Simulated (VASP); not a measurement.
OSZICAR of a VASP run on Nb (bcc):

**OSZICAR**
```
       N       E                     dE             d eps       ncg     rms          rms(c)
DAV:   1     0.111176581327E+03    0.11118E+03   -0.74023E+03  2440   0.128E+03
DAV:   2    -0.531968175935E+01   -0.11650E+03   -0.11354E+03  2600   0.434E+02
DAV:   3    -0.103507646017E+02   -0.50311E+01   -0.47391E+01  3564   0.757E+01
DAV:   4    -0.106326597989E+02   -0.28190E+00   -0.27972E+00  3286   0.162E+01
DAV:   5    -0.106446863583E+02   -0.12027E-01   -0.12020E-01  3762   0.272E+00    0.687E+00
DAV:   6    -0.102163277292E+02    0.42836E+00   -0.84710E-01  3712   0.121E+01    0.233E+00
DAV:   7    -0.101670359442E+02    0.49292E-01   -0.24092E-01  3750   0.631E+00    0.940E-01
DAV:   8    -0.101714981590E+02   -0.44622E-02   -0.11378E-02  2752   0.159E+00    0.722E-02
DAV:   9    -0.101714961753E+02    0.19837E-05   -0.11499E-03  4072   0.416E-01    0.363E-02
DAV:  10    -0.101715074055E+02   -0.11230E-04   -0.30683E-05  2820   0.819E-02    0.120E-02
DAV:  11    -0.101715012224E+02    0.61831E-05   -0.38666E-06  3346   0.344E-02    0.227E-03
DAV:  12    -0.101715012774E+02   -0.54953E-07   -0.59685E-08  1740   0.370E-03
   1 F= -.10171501E+02 E0= -.10171207E+02  d E =-.883111E-03
```

Problem. Which electronic solver shows in the log?

Solution. It is blocked Davidson (ALGO = Normal, or the opening steps of other solvers). The INCAR had ALGO = Normal.

Problem. Can the final energy be trusted as converged?

Solution. The calculation finished and met its thresholds. It stopped with EDIFF = 1E-7, NELM = 100 (PW91 GGA, plane waves, VASP's PBE PAW potentials (set 64)).

The compound is Nb in the bcc structure. This cell is one point of a volume scan, at 1.03 of the reference volume.
